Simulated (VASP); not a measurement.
An input for Quantum ESPRESSO's pw.x (written as the equivalent of a VASP run, and not itself run):

```
&CONTROL
  calculation = 'scf'
  pseudo_dir = './pseudo'
  outdir = './out'
  tprnfor = .true.
  tstress = .true.
/
&SYSTEM
  ibrav = 0
  nat = 1
  ntyp = 1
  ecutwfc = 56
  occupations = 'smearing'
  smearing = 'fermi-dirac'
  degauss = 0.00735
  input_dft = 'pz'
/
&ELECTRONS
  conv_thr = 7.3e-08
  electron_maxstep = 100
/
ATOMIC_SPECIES
  Pb 207.200 Pb.upf
CELL_PARAMETERS angstrom
    -1.9796600    1.9796600    1.9796600
     1.9796600   -1.9796600    1.9796600
     1.9796600    1.9796600   -1.9796600
ATOMIC_POSITIONS crystal
  Pb   0.0000000  0.0000000  0.0000000
K_POINTS automatic
  15 15 15 0 0 0
```

Question: Translate this input to VASP (INCAR, KPOINTS, POSCAR, choice of POTCAR).

Answer: One answer among several that fit: 
### POSCAR
```
Pb
1.0
 -1.9796600000   1.9796600000   1.9796600000
  1.9796600000  -1.9796600000   1.9796600000
  1.9796600000   1.9796600000  -1.9796600000
Pb
1
Direct
  0.0000000000   0.0000000000   0.0000000000
```

KPOINTS:
```
kpoints
0
Gamma
  15 15 15
0 0 0
```

INCAR:
```
! general
SYSTEM  = Pb
PREC    = Accurate
ENCUT   = 300   ! plane-wave cut-off (eV)
LREAL   = .False.   ! projection in real space or not
LASPH   = .True.

! electronic loop
EDIFF   = 1E-6
NELM    = 100   ! most electronic steps
ALGO    = Normal
LMAXMIX = 4   ! l cut-off of mixed one-centre charges

! smearing
ISMEAR  = -1   ! Fermi-Dirac
SIGMA   = 0.1   ! width (eV)

! ions
ISIF    = 2   ! forces and stress, cell fixed

! output
LWAVE   = .False.
LCHARG  = .False.
```

POTCAR, in this order: Pb_d (LDA.64 set). Program: vasp_std.

Limits of the translation: the potentials are each code's own (VASP's PAW set, PseudoDojo norm-conserving files in pw.x), so ENCUT and ecutwfc are chosen apart and not converted; conv_thr bounds pw.x's estimated SCF error, while EDIFF bounds the energy change between steps.

The structure comes from a computed database's Pb entry (Im-3m); how it stands against other phases isn't given here. The cell was not relaxed at this level. The run is one of a series of settings (GGA removed, POTCAR Pb_d (LDA.64 set) against the base run), some of them coarse on purpose.
